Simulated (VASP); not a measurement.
The cell holds one BaS (rock salt) (110) slab, with vacuum along c, ions free to move until forces fall under 0.03 eV/Å, no reconstruction beyond this cell, dipole correction on. Ionisation potential and electron affinity count from the cell's own band edges, surface states included.

Consider the following.

```
BaS
1.0
    4.49865     0.00000     0.00000
    0.00000     6.36205     0.00000
    0.00000     0.00000    23.93169
Ba S
4 4
Direct
  0.00000   0.00000   0.36416
  0.50000   0.50000   0.44983
  0.00000   0.00000   0.55017
  0.50000   0.50000   0.63584
  0.50000   0.00000   0.44750
  0.00000   0.50000   0.36547
  0.50000   0.00000   0.63453
  0.00000   0.50000   0.55250
```

Calculation: PBEsol GGA, VASP's PBE PAW potentials (set 64) (plane waves; VASP 6.6.1). Numerical set-up: 400 eV cut-off, 5×3×1 Γ-centred mesh, Gaussian smearing of 0.050 eV, potentials Ba_sv S.

Slab and bulk use different k-meshes, so the surface energy is good to a few per cent at best.

Question: Predict its surface energy, ionisation potential, electron affinity.

Answer: 
- surface energy = 43 meV/Å²
- ionisation potential = 3.91 eV
- electron affinity = 1.88 eV

The cell is a thin slab with vacuum, built from BaS (rock salt): (110) face.
